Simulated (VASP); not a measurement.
Calculation: LDA (Ceperley-Alder, Perdew-Zunger), VASP's LDA PAW potentials (set 64) (plane waves; VASP).

A VASP calculation is set up with these files.

KPOINTS:
```
Automatic mesh
0
Gamma
5 5 5
0 0 0
```

**INCAR**
```
SYSTEM=Sr3SbN
PREC=Accurate; ENCUT=400; LREAL=.FALSE.
LASPH=.TRUE.
EDIFF=1E-6; NELM=100; ALGO=Normal
LMAXMIX=4
ISMEAR=-1; SIGMA=0.02
ISIF=2
LWAVE=.FALSE.; LCHARG=.FALSE.
```

**POSCAR**
```
Sr3SbN
5.194970
  1.0000000000   0.0000000000   0.0000000000
  0.0000000000   1.0000000000   0.0000000000
  0.0000000000   0.0000000000   1.0000000000
Sr Sb N
3 1 1
direct
  0.0000000000   0.5000000000   0.5000000000
  0.5000000000   0.0000000000   0.5000000000
  0.5000000000   0.5000000000   0.0000000000
  0.0000000000   0.0000000000   0.0000000000
  0.5000000000   0.5000000000   0.5000000000
```

POTCAR, in this order: Sr_sv Sb N (LDA.64 set). Program: vasp_std.

### Question
What will the output report for the number of irreducible k-points (NKPTS), largest plane-wave count, number of space-group operations, FFT grid (NGX, NGY, NGZ)?

### Answer

number of irreducible k-points (NKPTS): 10
largest plane-wave count: 2569
number of space-group operations: 48
FFT grid (NGX, NGY, NGZ): 36 × 36 × 36

The structure comes from a computed database's Sr3SbN entry; how it stands against other phases isn't given here. The cell was not relaxed at this level. The run is one of a series of settings (GGA removed, POTCAR Sr_sv Sb N (LDA.64 set) against the base run), some of them coarse on purpose.
